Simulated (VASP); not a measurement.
The input files of a VASP run:

**KPOINTS**
```
Automatic mesh
0
Gamma
4 4 4
0 0 0
```

### INCAR
```
SYSTEM = SrCl2
PREC = Accurate
ENCUT = 300
EDIFF = 1E-6
NELM = 100
ALGO = Normal
LREAL = .FALSE.
LASPH = .TRUE.
ISMEAR = -1
SIGMA = 0.05
LMAXMIX = 4
LWAVE = .FALSE.
LCHARG = .FALSE.
ISIF = 2
```

File POSCAR:
```
SrCl2
1
    0.0000000000     3.4900000000     3.4900000000
    3.4900000000     0.0000000000     3.4900000000
    3.4900000000     3.4900000000     0.0000000000
Sr Cl
1 2
Direct
 -0.0027050000  -0.0089210000   0.0023840000
  0.2410870000   0.2573820000   0.2481460000
  0.7616180000   0.7515390000   0.7494700000
```

POTCAR, in this order: Sr_sv Cl (LDA.64 set). Program: vasp_std.

### Question
Write an equivalent input for Ansatz.

### Answer
One equivalent input (not run):
Ansatz 0.2 input:
```yaml
crystal:
  lattice:
    - [0.0000000, 3.4900000, 3.4900000]
    - [3.4900000, 0.0000000, 3.4900000]
    - [3.4900000, 3.4900000, 0.0000000]
  atoms:
    - { symbol: Sr, position: [-0.0027050, -0.0089210, 0.0023840] }
    - { symbol: Cl, position: [0.2410870, 0.2573820, 0.2481460] }
    - { symbol: Cl, position: [0.7616180, 0.7515390, 0.7494700] }
kpoints:
  mp_grid: { grid: [4, 4, 4] }
hamiltonian:
  xc: lda
  pseudopotentials: { kind: paw }
scf:
  occupations: { method: fermi_dirac, width: 0.05 }
  max_iter: 100
output: { forces: true, stress: true, eigenvalues: true }
```
The two are equivalent in intent, not identical: each code has its own PAW files, so the cut-off isn't converted (ENCUT is set for VASP's; basis.ecutwfc is left out, and Ansatz then takes the one that its files recommend); Ansatz stops its SCF on the density residual and VASP on the energy change (EDIFF); Ansatz's lda is the Perdew-Wang form, while the LDA potentials of VASP carry Perdew-Zunger's.

The structure is a typed SrCl2 crystal. The cell was not relaxed at this level, atoms are displaced from their ideal sites. The run is one of a series of settings (GGA removed, POTCAR Sr_sv Cl (LDA.64 set) against the base run), some of them coarse on purpose.
